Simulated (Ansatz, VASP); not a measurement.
# AlRu in two plane-wave programs

One calculation is typed for both programs; each brings its own data sets. How far apart do they land? The cell is taken from a series of runs on this material, whose earlier steps may have relaxed, scaled, displaced or heated it; both programs get it as it stands.

Program: Ansatz 0.2.0. Level of theory: plane waves, with VASP 6.6.1 beside it; zone-centre phonons at LDA. Results are calculated unless marked as measured.

**1. Set-up**

The structure is cubic, space group Pm-3m (No. 221). Conventional cell: a = 2.852 Å, b = 2.852 Å, c = 2.852 Å, α = 90.00°, β = 90.00°, γ = 90.00°. Nearest to Al lie 8 Ru at 2.47 Å. Ru has 8 Al at 2.47 Å nearest. Farther neighbours are not listed.

**2. Ansatz: zone-centre phonons, LDA, pair 1**

Ansatz runs on its PAW soft_1 files.

Second derivatives magnify differences that forces hide, and they need a tight electronic threshold.

The input, input.yaml:

```yaml
crystal:
  lattice:
    - [2.8517064849, 0.0, 0.0]
    - [0.0, 2.8517064849, 0.0]
    - [0.0, 0.0, 2.8517064849]
  atoms:
    - { symbol: Al, position: [0.0, 0.0, 0.0] }
    - { symbol: Ru, position: [0.5, 0.5, 0.5] }
kpoints:
  mp_grid: { grid: [16, 16, 16] }
hamiltonian:
  xc: lda
  pseudopotentials: { kind: paw, azcp: { folder: soft_1 }, xc_functional: pbe }
scf:
  occupations: { method: methfessel_paxton, width: 0.2 }
output:
  eigenvalues: true
phonons:
  method: dfpt
```

Run with:

```sh
$ ansatz run input.yaml --threads 4 --pin off --max-ram 10240MiB --backend cpu --events-out ev --progress --plain --runs-dir out
```

Numbers of over 12 decimals in the logs are rounded to 6 here.

The program printed:

```text
Engine: ansatz 0.2.0, aarch64-unknown-linux-gnu
Pseudopotentials: kind: paw
Pseudopotential: Al, paw, valence charge 3, recommended cutoff 420 eV (normal), soft_1/Al.paw.azcp
Pseudopotential: Ru, paw, valence charge 16, recommended cutoff 420 eV (normal), soft_1/Ru.paw.azcp
Functional definition: SPW92
  exchange = slater_x
  correlation = pw_c
Crystal: 2 atoms, lattice volume = 23.191 Å³
Basis set: ecut = 420 eV, 461 PW (Γ), exchange–correlation on 40×40×40 points (8 copies of the dense FFT grid, shifted against one another)
Bands: 14, of which v1, the nominal top of the filled ones, is band 10 counted from 1 (9 counted from 0)
Symmetry: 48 space group operations
k-points: 405 of 4096 (irreducible under 8 space group operations, time reversal used)
Non-local potential: Al, projectors of the file, l = 0: 2, l = 1: 2, l = 2: 1
Non-local potential: Ru, projectors of the file, l = 0: 3, l = 1: 2, l = 2: 2, l = 3: 1
PAW form: soft (Blöchl's): semilocal exchange-correlation on the pseudo side does not see the compensation charge
PAW frozen core: Al, regenerated for the run's functional, and the local potential with it (the file was generated under x = pbe(κ = 0.804, μ = 0.219515), c = pbe(β = 0.066725))
PAW frozen core: Ru, regenerated for the run's functional, and the local potential with it (the file was generated under x = pbe(κ = 0.804, μ = 0.219515), c = pbe(β = 0.066725))
PAW one-centre angular grid: Al, 110 points (default); XC on 64 Gauss nodes
PAW one-centre angular grid: Ru, 590 points (default); XC on 64 Gauss nodes
Initial density: superposition of atomic densities (chi_scale 0.1, normalization cell, long waves kept (reshape's long-wave potential 0.00 eV rms))
Initial wavefunctions: pseudopotential atomic-orbital guess
Functional: x = slater, c = lda
SCF iter   1: F=—  HF=-6273.327738 eV  |F-HF|=—  |Δ(HF+E_count)|=         —  Δρ=1.21e-1  dr2=3.77e0  ethr=3.10e-3  ⟨swp⟩=4.9  Hψ=28193  notcnv=0
preconditioner: auto → none  [metal: Δε(μ)=0.032 eV  Ē_g=9.976 eV  σ=0.200 eV  W_gap=0.13  n_scr=6 (ndim 8)  ℏωp=25.6 eV  f_vac=0.000  D(μ)=1.10/eV (n_scr^D=6)  sad-step TF]
SCF iter   2: F=—  HF=-6272.626042 eV  |F-HF|=—  |Δ(HF+E_count)|=   7.02e-1  S|Δr|=    0.00e0  Δρ=7.12e-2  dr2=1.35e0  ethr=3.10e-3  ⟨swp⟩=2.9  Hψ=12720  notcnv=0  defer=40
SCF iter   3: F=—  HF=-6272.273864 eV  |F-HF|=—  |Δ(HF+E_count)|=   3.52e-1  S|Δr|=    0.00e0  Δρ=3.94e-3  dr2=3.25e-3  ethr=3.10e-3  ⟨swp⟩=2.1  Hψ=9360  notcnv=0  defer=40
SCF iter   4: F=—  HF=-6272.273242 eV  |F-HF|=—  |Δ(HF+E_count)|=   6.22e-4  S|Δr|=    0.00e0  Δρ=4.31e-4  dr2=8.31e-6  ethr=1.71e-5  ⟨swp⟩=1.9  Hψ=10827  notcnv=0  defer=40
SCF iter   5: F=—  HF=-6272.273250 eV  |F-HF|=—  |Δ(HF+E_count)|=   8.19e-6  S|Δr|=    0.00e0  Δρ=8.95e-5  dr2=1.13e-6  ethr=4.37e-8  ⟨swp⟩=2.4  Hψ=9372  notcnv=0  defer=40
SCF iter   6: F=—  HF=-6272.273250 eV  |F-HF|=—  |Δ(HF+E_count)|=   2.32e-7  S|Δr|=    0.00e0  Δρ=1.18e-5  dr2=3.02e-8  ethr=5.94e-9  ⟨swp⟩=2.0  Hψ=9102  notcnv=0  defer=40
SCF iter   7: F=—  HF=-6272.273250 eV  |F-HF|=—  |Δ(HF+E_count)|=   7.54e-9  S|Δr|=    0.00e0  Δρ=9.12e-7  dr2=1.22e-10  ethr=1.59e-10  ⟨swp⟩=2.5  Hψ=8574  notcnv=0  defer=40
SCF iter   8: F=-6272.273250 eV  HF=-6272.273250 eV  |F-HF|=1.82e-12  |Δ(HF+E_count)|=  3.64e-11  S|Δr|=    0.00e0  Δρ=1.30e-7  dr2=1.14e-12  ethr=1.00e-12  ⟨swp⟩=5.7  Hψ=22670  notcnv=0
SCF 1 converged in 8 iterations: F = -6272.273250 eV  dr2 = 1.14e-12
  greatest PAW one-centre occupation: 1.000 electrons in one spin orbital (limit 2), on the Ru atom at site 1 (counted from 0), in its partial waves of l = 0
DFPT response loops at Γ: preconditioner auto → Kerker (q_TF=auto, 2.639 Å⁻¹) (partly filled bands, converged f_vac=0.000); β = 1.00, the filter's whole step (`scf.mixing.beta` (0.50) is not read by the response loops under this deck's `scf.mixing.preconditioner`; to damp them name `kerker` or `kerker_dos`, under which they read `scf.mixing.beta`, and type it under 1.00, their step now; both keys bind the ground state too); Broyden in place of MSR1
SCF converged after 8 iterations
Stability not checked: this state was not tested for a lower state beside it, because cold or Methfessel-Paxton smearing, or corrected tetrahedra, fill the levels in a way that the test cannot read (fill_not_monotonic; see scf.lower_state_search)
Free energy (F): -6272.273250 eV
Harris-Foulkes:  -6272.273250 eV  (|F-HF|=1.82e-12)
Internal energy: -6272.271804 eV  (E = F + TS)
E sigma→0 (E₀):  -6272.272888 eV
Entropy (-TS):   -0.001446 eV (-0.723 meV/atom)
Fermi energy:    18.717520 eV
--- Per-component energies (eV) ---
  E_band       = -75.660487
  E_kinetic    = 497.066708
  E_local      = -1679.300397  (includes V_loc(G=0)·N_el)
  E_nonlocal   = 433.217490
  E_hartree    = 610.479520
  E_xc         = -211.671957
  E_vxc        = -250.696533  (∫ρ·V_xc dr)
  E_paw        = -3830.009150  (= ΣΔE_a)
  E_vpaw       = -296.907403  (= ΣTr[D̂ρ^β])
  E_aug_tail   = 0.000574  (compensation charges beyond the density's cutoff)
  E_ewald      = -2092.681992
  E_core_change = 0.627401  (= ΣΔE_core)
  E_smearing   = -0.001446  (= −TS)
  E_closure    = -0.000000  (closes the sum)
  Σ components = -6272.273250   (vs F -6272.273250, Δ=0.00e0)
--- Band table (eV; the first three rows and the last of 405) ---
  k-point 0: bands = [... 6 lower, 14.2433, 18.9271, 18.9271, 18.9271, 25.4542, 25.4542, 25.4542, 30.5315]
  k-point 1: bands = [... 6 lower, 14.2845, 18.8088, 18.8088, 18.9392, 25.0674, 25.6283, 25.6283, 30.2904]
  k-point 2: bands = [... 6 lower, 14.3915, 18.4981, 18.4981, 18.9740, 24.1879, 26.1054, 26.1054, 29.6622]
  k-point 404: bands = [... 6 lower, 13.2061, 20.7180, 20.7180, 22.0942, 23.1980, 23.1980, 23.1980, 28.7089]
--- Phonons (Γ-DFPT): 2 representative perturbations + reference, on 405 of 4096 k-points (Σ response iterations 6) ---
  k mesh reduced under 8 symmetry operations, with k and −k counted as one. Each operation leaves every solved perturbation unchanged. A smaller set is not used because it would not reduce the number of displacements times k-points to solve
  ASR residual: 5.629e-5 → 0.000e0 eV/Å²; symmetrization residual: 1.232e-6 eV/Å²
  ASR residual per site (eV/Å²): 9.30e-6 5.63e-5
  Γ frequencies (cm⁻¹): 0.00 0.00 0.00 394.22 394.22 394.22
  non-analytic LO–TO correction: not included (Born effective charges unavailable; polar crystals: no LO–TO splitting at Γ)
```

The column dr2 measures how far the density is from self-consistency, as an energy; F and HF (Harris–Foulkes) agree once it is small.

**3. VASP: zone-centre phonons, LDA, pair 1**

The same cell, functional (in two slightly different forms), mesh and smearing now go to VASP, with its own data sets.

Lines of VASP's logs that name or quote its potential files are left out, and so is its time.

The input, INCAR:

```
SYSTEM = AlRu
PREC = Accurate
ENCUT = 500
EDIFF = 1E-08
NELM = 120
ISMEAR = 1
SIGMA = 0.2
LREAL = .FALSE.
ALGO = Normal
GGA = CA
NBANDS = 14
LASPH = .TRUE.
LORBIT = 11
LWAVE = .FALSE.
LCHARG = .FALSE.
ISIF = 2
IBRION = 8
GGA_COMPAT = .FALSE.
KPAR = 2
```

The input, POSCAR:

```
AlRu
1.0
    2.8517064849      0.0000000000      0.0000000000
    0.0000000000      2.8517064849      0.0000000000
    0.0000000000      0.0000000000      2.8517064849
Al Ru
1 1
Direct
    0.0000000000      0.0000000000      0.0000000000
    0.5000000000      0.5000000000      0.5000000000
```

The input, KPOINTS:

```
Automatic mesh
0
Gamma
16 16 16
0 0 0
```

PAW data sets: Al and Ru_pv (LDA family, release 64).

Run with:

```sh
$ mpirun -np 2 vasp_std
```

The program printed:

```text
[banner, memory and clock lines left out]
running    2 mpi-ranks, on    1 nodes
 distrk:  each k-point on    1 cores,    2 groups
 distr:  one band on    1 cores,    1 groups

 POSCAR found type information on POSCAR AlRu
 POSCAR found :  2 types and       2 ions
 LDA part: xc-table for (Slater(with rela. corr.)+CA(PZ))
 , standard interpolation
 POSCAR, INCAR and KPOINTS ok, starting setup
 FFT: planning ... GRIDC
 FFT: planning ... GRID_SOFT
 FFT: planning ... GRID
 WAVECAR not read
 entering main loop
       N       E                     dE             d eps       ncg     rms          rms(c)
DAV:   1     0.115470638978E+03    0.11547E+03   -0.92998E+03  4740   0.112E+03
DAV:   2    -0.147729437312E+02   -0.13024E+03   -0.12469E+03  5166   0.325E+02
DAV:   3    -0.166414940339E+02   -0.18686E+01   -0.18597E+01  5502   0.414E+01
DAV:   4    -0.166550811702E+02   -0.13587E-01   -0.13579E-01  5908   0.359E+00
DAV:   5    -0.166553007905E+02   -0.21962E-03   -0.21937E-03  5708   0.382E-01    0.169E+01
DAV:   6    -0.160114015731E+02    0.64390E+00   -0.23278E+00  5190   0.181E+01    0.331E+00
DAV:   7    -0.159605749043E+02    0.50827E-01   -0.14523E-01  5148   0.444E+00    0.296E+00
DAV:   8    -0.159413996383E+02    0.19175E-01   -0.16508E-02  5652   0.925E-01    0.234E-01
DAV:   9    -0.159413225940E+02    0.77044E-04   -0.41728E-04  5836   0.119E-01    0.140E-01
DAV:  10    -0.159413134748E+02    0.91191E-05   -0.32993E-05  5418   0.666E-02    0.182E-02
DAV:  11    -0.159413125810E+02    0.89385E-06   -0.36553E-06  5892   0.238E-02    0.719E-03
DAV:  12    -0.159413125475E+02    0.33520E-07   -0.52423E-08  5952   0.242E-03    0.225E-04
DAV:  13    -0.159413125464E+02    0.10493E-08   -0.28266E-09  4292   0.570E-04
   1 F= -.15941313E+02 E0= -.15940824E+02  d E =-.146499E-02
 Linear response reoptimize wavefunctions to high precision
DAV:   1    -0.159413125464E+02    0.62755E-10   -0.19401E-10  4206   0.144E-04
 Linear response DOF=           2
 Linear response progress:
  Degree of freedom:   1/  2
       N       E                     dE             d eps       ncg     rms          rms(c)
RMM:   1    -0.687067106308E-02   -0.68707E-02    0.76182E-03 20263   0.133E+00
RMM:   2    -0.654205272750E-02    0.32862E-03   -0.42744E-04 16937   0.166E-01    0.688E-02
RMM:   3    -0.646293777131E-02    0.79115E-04   -0.20676E-04 16949   0.925E-02    0.320E-02
RMM:   4    -0.653593964408E-02   -0.73002E-04   -0.10746E-04 18090   0.612E-02    0.745E-03
RMM:   5    -0.654256767390E-02   -0.66280E-05   -0.30177E-06 17185   0.168E-02    0.208E-03
RMM:   6    -0.654790873376E-02   -0.53411E-05   -0.31512E-07 19501   0.469E-03    0.749E-04
RMM:   7    -0.654622483923E-02    0.16839E-05   -0.30709E-08 18097   0.138E-03    0.107E-04
RMM:   8    -0.654635965167E-02   -0.13481E-06    0.10117E-08 18848   0.351E-04    0.795E-05
RMM:   9    -0.654641645321E-02   -0.56802E-07    0.21864E-10 20116   0.915E-05    0.114E-05
RMM:  10    -0.654642066975E-02   -0.42165E-08    0.11251E-10 19315   0.345E-05    0.554E-06
 first order change of Fermi-energy  -0.18729E-03
 force on displaced ion       1 direction 1 : -12.366   0.000  -0.000
 Linear response progress:
  Degree of freedom:   2/  2
       N       E                     dE             d eps       ncg     rms          rms(c)
RMM:   1    -0.525047372201E+00   -0.52505E+00    0.41459E+00 11978   0.640E+01
RMM:   2    -0.635840543401E+00   -0.11079E+00   -0.11322E-01 16821   0.301E+00    0.163E-01
RMM:   3    -0.635883609538E+00   -0.43066E-04   -0.21235E-03 19389   0.370E-01    0.916E-02
RMM:   4    -0.635455231260E+00    0.42838E-03   -0.20995E-04 19387   0.137E-01    0.215E-02
RMM:   5    -0.635377917615E+00    0.77314E-04   -0.14179E-05 20675   0.331E-02    0.996E-03
RMM:   6    -0.635325790832E+00    0.52127E-04   -0.13530E-06 20840   0.936E-03    0.784E-04
RMM:   7    -0.635327059456E+00   -0.12686E-05   -0.13031E-07 21591   0.228E-03    0.305E-04
RMM:   8    -0.635329078705E+00   -0.20192E-05   -0.12042E-07 21968   0.770E-04    0.121E-04
RMM:   9    -0.635329925052E+00   -0.84635E-06   -0.88788E-08 22247   0.350E-04    0.578E-05
RMM:  10    -0.635331142279E+00   -0.12172E-05   -0.45823E-08 22151   0.225E-04    0.660E-06
RMM:  11    -0.635330998867E+00    0.14341E-06   -0.24640E-08 23408   0.116E-04    0.339E-06
RMM:  12    -0.635330932660E+00    0.66207E-07   -0.17266E-08 23463   0.822E-05    0.759E-07
RMM:  13    -0.635330931132E+00    0.15286E-08   -0.15746E-08 22576   0.629E-05    0.641E-07
 first order change of Fermi-energy   0.21158E-02
 force on displaced ion       2 direction 1 : -12.372  -0.000   0.000
 Linear response finished
```

Parts of OUTCAR (step 3):

```text
ion  position               nearest neighbor table
   1  0.000  0.000  0.000-   2 2.47   2 2.47   2 2.47   2 2.47   2 2.47   2 2.47   2 2.47   2 2.47

  LATTYP: Found a simple cubic cell.
 ALAT       =     2.8517064849

 Subroutine GETGRP returns: Found 48 space group operations
 (whereof 48 operations were pure point group operations)

The static configuration has the point symmetry O_h .

 Found    165 irreducible k-points:

   k-points           NKPTS =    165   k-points in BZ     NKDIM =    165   number of bands    NBANDS=     14

   dimension x,y,z NGX =    24 NGY =   24 NGZ =   24
   dimension x,y,z NGXF=    48 NGYF=   48 NGZF=   48

   ENCUT  =  500.0 eV  36.75 Ry    6.06 a.u.   5.20  5.20  5.20*2*pi/ulx,y,z

   NELECT =      17.0000    total number of electrons

 k-points in reciprocal lattice and weights: Automatic mesh
   0.00000000  0.00000000  0.00000000       0.000
   0.06250000  0.00000000  0.00000000       0.001
   0.12500000  0.00000000  0.00000000       0.001
   0.18750000  0.00000000  0.00000000       0.001
   0.25000000  0.00000000  0.00000000       0.001
   0.31250000  0.00000000  0.00000000       0.001
   0.37500000  0.00000000  0.00000000       0.001
   0.43750000  0.00000000  0.00000000       0.001
   0.50000000  0.00000000  0.00000000       0.001
[...]
0.50000000  0.50000000  0.43750000       0.001
   0.50000000  0.50000000  0.50000000       0.000

 average (electrostatic) potential at core
       1 -64.4048       2 -66.2763

  Total        4.5988374      4.5988374      4.5988374      0.0000000      0.0000000     -0.0000000
  in kB      317.7197198    317.7197198    317.7197198      0.0000000      0.0000000     -0.0000000
  external PRESSURE =     317.7197198 kB  Pullay stress =       0.0000000 kB

  energy-cutoff  :      500.00
  volume of cell :       23.19
      direct lattice vectors                 reciprocal lattice vectors
     2.851706485  0.000000000  0.000000000     0.350667225  0.000000000  0.000000000
     0.000000000  2.851706485  0.000000000     0.000000000  0.350667225  0.000000000
     0.000000000  0.000000000  2.851706485     0.000000000  0.000000000  0.350667225

 POSITION                                       TOTAL-FORCE (eV/Angst)
 -----------------------------------------------------------------------------------
      0.00000      0.00000      0.00000         0.000000      0.000000      0.000000
      1.42585      1.42585      1.42585         0.000000      0.000000      0.000000
 -----------------------------------------------------------------------------------
    total drift:                                0.000000     -0.000000     -0.000000

 Eigenvectors and eigenvalues of the dynamical matrix
 ----------------------------------------------------

   1 f  =   11.913661 THz    74.855739 2PiTHz  397.396951 cm-1    49.270920 meV
             X         Y         Z           dx          dy          dz
      0.000000  0.000000  0.000000     0.888378   -0.000000    0.000000
      1.425853  1.425853  1.425853    -0.459113   -0.000000    0.000000

   2 f  =   11.913661 THz    74.855739 2PiTHz  397.396951 cm-1    49.270920 meV
             X         Y         Z           dx          dy          dz
      0.000000  0.000000  0.000000     0.000000   -0.802695   -0.380651
      1.425853  1.425853  1.425853     0.000000    0.414832    0.196720

   3 f  =   11.913661 THz    74.855739 2PiTHz  397.396951 cm-1    49.270920 meV
             X         Y         Z           dx          dy          dz
      0.000000  0.000000  0.000000    -0.000000   -0.380651    0.802695
      1.425853  1.425853  1.425853     0.000000    0.196720   -0.414832

   4 f/i=    0.001162 THz     0.007304 2PiTHz    0.038775 cm-1     0.004807 meV
             X         Y         Z           dx          dy          dz
      0.000000  0.000000  0.000000     0.180062    0.368349   -0.206595
      1.425853  1.425853  1.425853     0.348417    0.712751   -0.399758

   5 f/i=    0.001162 THz     0.007304 2PiTHz    0.038775 cm-1     0.004807 meV
             X         Y         Z           dx          dy          dz
      0.000000  0.000000  0.000000     0.024985    0.214904    0.404940
      1.425853  1.425853  1.425853     0.048345    0.415837    0.783555

   6 f/i=    0.001162 THz     0.007304 2PiTHz    0.038775 cm-1     0.004807 meV
             X         Y         Z           dx          dy          dz
      0.000000  0.000000  0.000000     0.421590   -0.170058    0.064239
      1.425853  1.425853  1.425853     0.815772   -0.329061    0.124301

 ELASTIC MODULI CONTR FROM IONIC RELAXATION (kBar)
 Direction    XX          YY          ZZ          XY          YZ          ZX
 --------------------------------------------------------------------------------
 XX           0.0000      0.0000      0.0000      0.0000      0.0000      0.0000
 YY           0.0000      0.0000      0.0000      0.0000      0.0000      0.0000
 ZZ           0.0000      0.0000      0.0000      0.0000      0.0000      0.0000
 XY           0.0000      0.0000      0.0000      0.0000      0.0000      0.0000
 YZ           0.0000      0.0000      0.0000      0.0000      0.0000      0.0000
 ZX           0.0000      0.0000      0.0000      0.0000      0.0000      0.0000
 --------------------------------------------------------------------------------
```

This run has no spin polarisation. Its electron count is odd, so without a moment it is a metal by construction. Energies printed during the response cycles are not total energies of the cell.

**4. Differences**

Known differences besides the potentials themselves: the two LDA forms differ slightly; the data sets hold 19 valence electrons in Ansatz (on its PAW soft_1 files) and 17 in VASP; the cutoff is 420 eV in Ansatz and 500 eV in VASP; VASP's log shows a relativistic correction to its local exchange, Ansatz's none. Total energies have different zeros and are not compared.

Both answers:

| quantity | Ansatz | VASP | difference |
| --- | --- | --- | --- |
| optical mode 1 to 3 (cm⁻¹) | 394.2 | 397.4 | -0.80 % |

Modes are paired by rising frequency, not by their patterns, so a pair may set unlike modes beside each other; they are those without the splitting of longitudinal modes.

(Part 1 of 2 ends here.)

[Lines on the potential files, build, host, timing and source positions are cut from VASP's logs without a mark.]

[Logs are printed without paths, hosts, clocks, repeated set-up lines and the standing remarks that a program may print on its own settings, such as how far it seeks lower states.]

[Hosts, paths, dates, database ids (printed as entryN), source tags and the programs' standing remarks are cut or masked in the printed files.]
